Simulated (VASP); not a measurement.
A VASP calculation is set up with these files.

File KPOINTS:
```
Automatic mesh
0
Gamma
 13 13 13
0 0 0
```

File POSCAR:
```
TaS
3.0871060
  1.0000000484   0.0000000000   0.0000000000
  0.0000000000   1.0000000484   0.0000000000
  0.0000000000   0.0000000000   1.0000000484
Ta S
1 1
Cart
  0.0000000000   0.0000000000   0.0000000000
  0.5000000242   0.5000000242   0.5000000242
```

**INCAR**
```
NEDOS = 601
ENCUT = 400
PREC = Accurate
LMAXMIX = 6
ALGO = Normal
LREAL = .False.   ! projection in real space or not
EDIFF = 1E-7   ! SCF stop (eV)
NELM = 100
LCHARG = .True.
ISIF = 2   ! forces and stress, cell fixed
LORBIT = 11   ! lm-projected
GGA = PE
LWAVE = .False.
LASPH = .True.
SYSTEM = TaS
ISMEAR = -5   ! tetrahedra, Bloechl
```

POTCAR, in this order: Ta_pv S (PBE.64 set). Program: vasp_std.

Problem. Translate this PBE calculation to Quantum ESPRESSO's pw.x.

Solution. One equivalent input (not run):
```
&CONTROL
  calculation = 'scf'
  pseudo_dir = './pseudo'
  outdir = './out'
  tprnfor = .true.
  tstress = .true.
/
&SYSTEM
  ibrav = 0
  nat = 2
  ntyp = 2
  ecutwfc = 58
  occupations = 'tetrahedra'
  input_dft = 'pbe'
/
&ELECTRONS
  conv_thr = 7.3e-09
  electron_maxstep = 100
/
ATOMIC_SPECIES
  Ta 180.948 Ta.upf
  S 32.060 S.upf
CELL_PARAMETERS angstrom
     3.0871061    0.0000000    0.0000000
     0.0000000    3.0871061    0.0000000
    -0.0000000    0.0000000    3.0871061
ATOMIC_POSITIONS crystal
  Ta   0.0000000  0.0000000  0.0000000
  S    0.5000000  0.5000000  0.5000000
K_POINTS automatic
  13 13 13 0 0 0
```
What does not carry over: the potentials are each code's own (VASP's PAW set, PseudoDojo norm-conserving files in pw.x), so ENCUT and ecutwfc are chosen apart and not converted; conv_thr bounds pw.x's estimated SCF error, while EDIFF bounds the energy change between steps.

The structure was generated: TaS was put into the CsCl type type (Pm-3m), which need not be its known phase. It was relaxed first, which changed the volume by -36 %.
